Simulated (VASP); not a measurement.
Here is a VASP 6.6.1 calculation.

INCAR

```
PREC = Accurate
ENCUT = 600
EDIFF = 1E-6
ISMEAR = -1
SIGMA = 0.05
LREAL = F
LASPH = T
NELM = 100
ALGO = Normal
ISIF = 3
LWAVE = F
LCHARG = F
GGA = PE
IBRION = 2
NSW = 60
EDIFFG = -0.005
PSTRESS = 300
```

KPOINTS

```
regular mesh
0
Gamma
  5 5 5
```

The input POSCAR:

```
Zr3MoC
1.0
    4.9425100000      0.0000000000      0.0000000000
    0.0000000000      4.9425100000      0.0000000000
    0.0000000000      0.0000000000      4.9425100000
Zr Mo C
3 1 1
Direct
    0.5000000000      0.0000000000      0.0000000000
    0.0000000000      0.5000000000      0.0000000000
    0.0000000000      0.0000000000      0.5000000000
    0.0000000000      0.0000000000      0.0000000000
    0.5000000000      0.5000000000      0.5000000000
```

Potentials or basis: VASP PAW PBE potentials, release 64 (Zr_sv, Mo_sv, C).

Command:

```console
$ cat potpaw_PBE.64/Zr_sv/POTCAR potpaw_PBE.64/Mo_sv/POTCAR potpaw_PBE.64/C/POTCAR > POTCAR
$ mpirun -np 1 vasp_std > vasp.out
```

Question: What does it give for the relaxed cell?

Answer: a = 4.556 Å, b = 4.556 Å, c = 4.556 Å, α = 90.00°, β = 90.00°, γ = 90.00°.

Question: Estimate the band gap on the k mesh.

Answer: None (metal or under the smearing width).

Final structure:
```
Zr Mo C
1.0
     4.55579    0.00000    0.00000
     0.00000    4.55579    0.00000
     0.00000    0.00000    4.55579
Zr Mo C
3 1 1
Direct
  0.50000 0.00000 0.00000
  0.00000 0.50000 0.00000
  0.00000 0.00000 0.50000
  0.00000 0.00000 0.00000
  0.50000 0.50000 0.50000
```
